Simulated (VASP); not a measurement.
# YSi15C16 (a cell with a defect) (Moissanite) in VASP: further runs, part 2 of 2

VASP 6.6.1. The steps go on from the part before.

**3. Single point, PBE**

This run's cell holds other atoms than the first one's.

INCAR

```
SYSTEM = Si15AsC16
ALGO     = Fast           ! electronic algorithm
EDIFF    = 1E-6           ! SCF threshold, eV
ENCUT    = 520            ! plane-wave cutoff, eV
GGA      = PE             ! functional
ISIF     = 2              ! what is computed and relaxed
ISMEAR   = -1             ! smearing method
LASPH    = .TRUE.         ! aspherical terms in the spheres
LCHARG   = .FALSE.        ! write CHGCAR
LREAL    = Auto         
LWAVE    = .FALSE.        ! write WAVECAR
NBANDS   = 86             ! bands
NELECT   = 128.0        
NELM     = 100            ! most SCF steps
PREC     = Accurate       ! precision mode
SIGMA    = 0.01           ! smearing width, eV
```

KPOINTS

```
k-points
0
G
  4 4 2
  0 0 0
```

POSCAR

```
Si15AsC16
1.0
    6.1520000000      0.0000000000      0.0000000000
   -3.0760000000      5.3277882840      0.0000000000
    0.0000000000      0.0000000000     10.0960000000
As Si C
1 15 16
Direct
    0.1666666667      0.3333333333      0.0029513156
    0.1666666667      0.3333333333      0.5020792305
    0.1634553711      0.8317276855      0.0040387211
    0.1659758618      0.8329879309      0.5020345181
    0.6682723145      0.3365446289      0.0040387211
    0.6670120691      0.3340241382      0.5020345181
    0.6682723145      0.8317276855      0.0040387211
    0.6670120691      0.8329879309      0.5020345181
    0.3353106532      0.1646893468      0.2546104804
    0.3338301910      0.1661698090      0.7483082538
    0.3353106532      0.6706213064      0.2546104804
    0.3338301910      0.6676603821      0.7483082538
    0.8293786936      0.1646893468      0.2546104804
    0.8323396179      0.1661698090      0.7483082538
    0.8333333333      0.6666666667      0.2538131526
    0.8333333333      0.6666666667      0.7511724331
    0.1666666667      0.3333333333      0.1944247528
    0.1666666667      0.3333333333      0.6906248578
    0.1663550383      0.8331775191      0.1904062144
    0.1661993625      0.8330996813      0.6898515614
    0.6668224809      0.3336449617      0.1904062144
    0.6669003187      0.3338006375      0.6898515614
    0.6668224809      0.8331775191      0.1904062144
    0.6669003187      0.8330996813      0.6898515614
    0.3333188540      0.1666811460      0.4408109872
    0.3365939497      0.1634060503      0.9381244189
    0.3333188540      0.6666377080      0.4408109872
    0.3365939497      0.6731878994      0.9381244189
    0.8333622920      0.1666811460      0.4408109872
    0.8268121006      0.1634060503      0.9381244189
    0.8333333333      0.6666666667      0.4404346182
    0.8333333333      0.6666666667      0.9399441732
```

Potentials or basis: VASP PAW PBE potentials, release 64 (As, Si, C).

Run with:

```console
> cat potpaw_PBE.64/As/POTCAR potpaw_PBE.64/Si/POTCAR potpaw_PBE.64/C/POTCAR > POTCAR
> mpirun -np 1 vasp_std > vasp.out
```

OUTCAR:

```text
SYSTEM = Si15AsC16
   EDIFF = 1E-6
   ENCUT = 520
   GGA = PE
   ISIF = 2
   ISMEAR = -1
   LASPH = .TRUE.
   LREAL = Auto
   NELECT = 128.0
   NELM = 100
   PREC = Accurate

 ion  position               nearest neighbor table
   1  0.167  0.333  0.003-  26 1.93  28 1.93  30 1.93  17 1.93
   2  0.167  0.333  0.502-  25 1.88  27 1.88  29 1.88  18 1.90  10 3.06  12 3.06  14 3.06   4 3.08
                             6 3.08   8 3.08   8 3.08   4 3.08   6 3.08   9 3.08  11 3.08  13 3.08
   3  0.163  0.832  0.004-  32 1.87  19 1.88  28 1.89  26 1.89   5 3.05   7 3.05  15 3.07  11 3.09
                             9 3.09  16 3.10   5 3.11   7 3.11  12 3.14  10 3.14
   4  0.166  0.833  0.502-  31 1.88  25 1.88  27 1.88  20 1.90  12 3.06  10 3.06   9 3.06  11 3.06
                            15 3.07   6 3.07   8 3.07   2 3.08   2 3.08  16 3.08   6 3.08   8 3.08
   5  0.668  0.337  0.004-  32 1.87  21 1.88  30 1.89  26 1.89   3 3.05   7 3.05  15 3.07  13 3.09
                             9 3.09  16 3.10   7 3.11   3 3.11  14 3.14  10 3.14
   6  0.667  0.334  0.502-  31 1.88  29 1.88  25 1.88  22 1.90  14 3.06  10 3.06  13 3.06   9 3.06
                            15 3.07   8 3.07   4 3.07   2 3.08   2 3.08  16 3.08   8 3.08   4 3.08
   7  0.668  0.832  0.004-  32 1.87  23 1.88  30 1.89  28 1.89   5 3.05   3 3.05  15 3.07  13 3.09
[... 280 lines left out ...]
      5      -4.1044      2.00000
      6      -4.1044      2.00000
[... 621 lines left out ...]
     75      13.6490      0.00000
     76      13.6987      0.00000
 [bands above 76 left out]

------------------------ aborting loop because EDIFF is reached ----------------------------------------

  FORCE on cell =-STRESS in cart. coord.  units (eV):
  Direction    XX          YY          ZZ          XY          YZ          ZX
  --------------------------------------------------------------------------------------
  -------------------------------------------------------------------------------------
  Total       -0.9767342     -0.9767342     -0.9597417      0.0000000      0.0000000     -0.0000000
  in kB       -4.7290550     -4.7290550     -4.6467820      0.0000000      0.0000000     -0.0000000
  external PRESSURE =      -4.7016307 kB  Pullay stress =       0.0000000 kB

 VOLUME and BASIS-vectors are now :
 -----------------------------------------------------------------------------
  energy-cutoff  :      520.00
  volume of cell :      330.91
      direct lattice vectors                 reciprocal lattice vectors
     6.152000000  0.000000000  0.000000000     0.162548765  0.093847573  0.000000000
    -3.076000000  5.327788284  0.000000000     0.000000000  0.187695146  0.000000000
     0.000000000  0.000000000 10.096000000     0.000000000  0.000000000  0.099049128

 POSITION                                       TOTAL-FORCE (eV/Angst)
 -----------------------------------------------------------------------------------
      0.00000      1.77593      0.02980         0.000000      0.000000     -0.013100
      0.00000      1.77593      5.06899         0.000000      0.000000      0.000356
     -1.55282      4.43127      0.04077         0.003168      0.001829      0.001176
     -1.54119      4.43798      5.06854         0.000383      0.000221      0.003980
      3.07600      1.79304      0.04077        -0.000000     -0.003658      0.001176
      3.07600      1.77961      5.06854         0.000000     -0.000442      0.003980
[... 24 lines left out ...]
      3.07600      3.55186      4.44663         0.000000      0.000000     -0.004701
      3.07600      3.55186      9.48968         0.000000      0.000000     -0.007430
 -----------------------------------------------------------------------------------
    total drift:                                0.000001     -0.000001     -0.126692

  FREE ENERGIE OF THE ION-ELECTRON SYSTEM (eV)
  ---------------------------------------------------
  free  energy   TOTEN  =      -247.0657175510 eV

  energy  without entropy=     -247.0657175510  energy(sigma->0) =     -247.06571755
```

OSZICAR:

```text
N       E                     dE             d eps       ncg     rms          rms(c)
DAV:   1     0.405327655670E+03    0.40533E+03   -0.58790E+04  1376   0.135E+03
DAV:   2    -0.233856482015E+03   -0.63918E+03   -0.60372E+03  1752   0.239E+02
DAV:   3    -0.275397268119E+03   -0.41541E+02   -0.41151E+02  1688   0.589E+01
DAV:   4    -0.276278570230E+03   -0.88130E+00   -0.87841E+00  1688   0.941E+00
DAV:   5    -0.276301684754E+03   -0.23115E-01   -0.23090E-01  1664   0.148E+00    0.350E+01
RMM:   6    -0.247039831514E+03    0.29262E+02   -0.80280E+01  1430   0.210E+01    0.161E+01
RMM:   7    -0.247589529876E+03   -0.54970E+00   -0.34728E+01  1521   0.147E+01    0.755E+00
RMM:   8    -0.247192429165E+03    0.39710E+00   -0.49256E+00  1495   0.612E+00    0.254E+00
RMM:   9    -0.247076592600E+03    0.11584E+00   -0.30929E-01  1640   0.214E+00    0.772E-01
RMM:  10    -0.247063087093E+03    0.13506E-01   -0.15704E-01  1675   0.948E-01    0.290E-01
RMM:  11    -0.247065806565E+03   -0.27195E-02   -0.19731E-02  1618   0.412E-01    0.176E-01
RMM:  12    -0.247065587182E+03    0.21938E-03   -0.83480E-03  1734   0.209E-01    0.474E-02
RMM:  13    -0.247065743013E+03   -0.15583E-03   -0.22814E-03  1666   0.122E-01    0.578E-02
RMM:  14    -0.247065741911E+03    0.11012E-05   -0.26879E-04  1723   0.491E-02    0.428E-02
RMM:  15    -0.247065712861E+03    0.29050E-04   -0.14907E-04  1639   0.312E-02    0.980E-03
RMM:  16    -0.247065718218E+03   -0.53568E-05   -0.40218E-05  1667   0.177E-02    0.656E-03
RMM:  17    -0.247065717551E+03    0.66680E-06   -0.47839E-06  1303   0.619E-03
   1 F= -.24706572E+03 E0= -.24706572E+03  d E =-.247618E-13
```

Run time: 6 min. Hardware: 1 thread of Intel Xeon Platinum 8488C (Sapphire Rapids), shared host; peak memory 0.49 GiB.

Results:

| Quantity | Value |
| --- | --- |
| Free energy | -247.0657 eV |
| Largest force | 0.093 eV/Å |
| Band gap on the k mesh | 2.00 eV, direct |

Forces in eV/Å, atoms in the order of the input:
```
As   0.000  0.000 -0.013
Si   0.000  0.000  0.000
Si   0.003  0.002  0.001
Si   0.000  0.000  0.004
Si   0.000 -0.004  0.001
Si   0.000  0.000  0.004
Si  -0.003  0.002  0.001
Si   0.000  0.000  0.004
Si  -0.009  0.005  0.006
Si   0.001 -0.001  0.008
Si   0.000 -0.010  0.006
Si   0.000  0.001  0.008
Si   0.009  0.005  0.006
Si  -0.001 -0.001  0.008
Si   0.000  0.000  0.010
Si   0.000  0.000  0.004
C    0.000  0.000  0.093
C    0.000  0.000 -0.004
C    0.000  0.000 -0.002
C    0.000  0.000 -0.004
C    0.000  0.000 -0.002
C    0.000  0.000 -0.004
C    0.000  0.000 -0.002
C    0.000  0.000 -0.004
C    0.000  0.000 -0.013
C    0.063 -0.036 -0.026
C    0.000  0.000 -0.013
C    0.000  0.073 -0.026
C    0.000  0.000 -0.013
C   -0.063 -0.036 -0.026
C    0.000  0.000 -0.005
C    0.000  0.000 -0.007
```

Levels at points of the mesh, in eV from the valence-band top:
| k point | band 60 | band 61 | band 62 | band 63 | band 64 | band 65 | band 66 | band 67 | band 68 | band 69 |
| --- | --- | --- | --- | --- | --- | --- | --- | --- | --- | --- |
| (0.00, 0.00, 0.00) | -0.71 | -0.71 | -0.15 | 0.00 | 0.00 | 2.00 | 2.73 | 2.73 | 3.10 | 3.22 |
| (0.50, 0.00, 0.00) | -1.67 | -1.11 | -1.03 | -0.66 | -0.59 | 3.05 | 3.12 | 3.37 | 4.01 | 4.21 |
| (0.00, 0.00, 0.50) | -1.08 | -0.35 | -0.35 | -0.14 | -0.14 | 2.04 | 2.87 | 2.87 | 3.11 | 3.20 |
| (0.50, 0.00, 0.50) | -1.23 | -1.20 | -1.07 | -0.90 | -0.87 | 3.19 | 3.72 | 3.87 | 3.93 | 4.01 |

Caveat: the cell carries a net charge on a neutralising background, which shifts energy and pressure; the cell is charged against a uniform background, so pressure and absolute levels hang on convention.

**4. Single point, PBE**

This run's cell holds other atoms than the first one's.

INCAR

```
SYSTEM = VSi15C16
ALGO = Fast ; EDIFF = 1E-6
ENCUT = 520 ; GGA = PE
ISIF = 2 ; ISMEAR = -1
LASPH = .TRUE. ; LCHARG = .TRUE.
LELF = .TRUE. ; LREAL = Auto
LVHAR = .TRUE. ; LWAVE = .FALSE.
NBANDS = 90 ; NELECT = 136.0
NELM = 60 ; PREC = Accurate
SIGMA = 0.01
```

KPOINTS is that of step 3.

POSCAR

```
VSi15C16
1.0
    6.1520000000      0.0000000000      0.0000000000
   -3.0760000000      5.3277882840      0.0000000000
    0.0000000000      0.0000000000     10.0960000000
V Si C
1 15 16
Direct
    0.1666666667      0.3333333333     -0.0001326946
    0.1666666667      0.3333333333      0.5017261513
    0.1627069208      0.8313534604      0.0048765806
    0.1661640685      0.8330820342      0.5019625235
    0.6686465396      0.3372930792      0.0048765806
    0.6669179658      0.3338359315      0.5019625235
    0.6686465396      0.8313534604      0.0048765806
    0.6669179658      0.8330820342      0.5019625235
    0.3350786349      0.1649213651      0.2531496881
    0.3338463850      0.1661536150      0.7495069605
    0.3350786349      0.6701572698      0.2531496881
    0.3338463850      0.6676927699      0.7495069605
    0.8298427302      0.1649213651      0.2531496881
    0.8323072301      0.1661536150      0.7495069605
    0.8333333333      0.6666666667      0.2544301720
    0.8333333333      0.6666666667      0.7516802733
    0.1666666667      0.3333333333      0.1902162222
    0.1666666667      0.3333333333      0.6906634200
    0.1661283856      0.8330641928      0.1910983421
    0.1661720519      0.8330860260      0.6903546852
    0.6669358072      0.3338716144      0.1910983421
    0.6669139740      0.3338279481      0.6903546852
    0.6669358072      0.8330641928      0.1910983421
    0.6669139740      0.8330860260      0.6903546852
    0.3332280831      0.1667719169      0.4402896337
    0.3374380287      0.1625619713      0.9388642909
    0.3332280831      0.6664561661      0.4402896337
    0.3374380287      0.6748760573      0.9388642909
    0.8335438339      0.1667719169      0.4402896337
    0.8251239427      0.1625619713      0.9388642909
    0.8333333333      0.6666666667      0.4410598200
    0.8333333333      0.6666666667      0.9400485219
```

Potentials or basis: VASP PAW PBE potentials, release 64 (V_sv, Si, C).

Run with:

```console
> cat potpaw_PBE.64/V_sv/POTCAR potpaw_PBE.64/Si/POTCAR potpaw_PBE.64/C/POTCAR > POTCAR
> mpirun -np 1 vasp_std > vasp.out
```

Wall time 9.3 min (1 thread of Intel Xeon 6975P-C (Granite Rapids), shared host); peak memory 0.49 GiB.

The run converged. Its results:

```yaml
Free_energy: -251.3999 eV
Largest_force: 0.029 eV/Å
Band_gap_on_the_k_mesh: 1.01 eV, indirect (least direct gap 1.07 eV)
```

Forces on the atoms (eV/Å):
```
V    0.000  0.000  0.014
Si   0.000  0.000 -0.007
Si  -0.001 -0.001  0.007
Si   0.010  0.006 -0.009
Si   0.000  0.002  0.007
Si   0.000 -0.012 -0.009
Si   0.001 -0.001  0.007
Si  -0.010  0.006 -0.009
Si  -0.004  0.002  0.014
Si  -0.003  0.002  0.007
Si   0.000 -0.004  0.014
Si   0.000 -0.004  0.007
Si   0.004  0.002  0.014
Si   0.003  0.002  0.007
Si   0.000  0.000  0.002
Si   0.000  0.000  0.010
C    0.000  0.000  0.014
C    0.000  0.000  0.003
C   -0.002 -0.001 -0.019
C   -0.005 -0.003 -0.006
C    0.000  0.003 -0.019
C    0.000  0.006 -0.006
C    0.002 -0.001 -0.019
C    0.005 -0.003 -0.006
C    0.002 -0.001  0.008
C    0.023 -0.013 -0.010
C    0.000  0.003  0.008
C    0.000  0.027 -0.010
C   -0.002 -0.001  0.008
C   -0.023 -0.013 -0.010
C    0.000  0.000 -0.003
C    0.000  0.000 -0.012
```

Levels at points of the mesh, in eV from the valence-band top:
| k point | band 66 | band 67 | band 68 | band 69 | band 70 | band 71 |
| --- | --- | --- | --- | --- | --- | --- |
| (0.00, 0.00, 0.00) | -0.34 | 0.00 | 0.00 | 1.07 | 1.07 | 2.34 |
| (0.50, 0.00, 0.00) | -0.87 | -0.77 | -0.53 | 1.14 | 1.51 | 1.85 |
| (0.00, 0.00, 0.50) | -0.46 | -0.08 | -0.08 | 1.15 | 1.15 | 2.00 |
| (0.50, 0.00, 0.50) | -0.89 | -0.81 | -0.65 | 1.14 | 1.55 | 1.84 |

Caveat: the cell carries a net charge on a neutralising background, which shifts energy and pressure; the cell is charged against a uniform background, so pressure and absolute levels hang on convention.
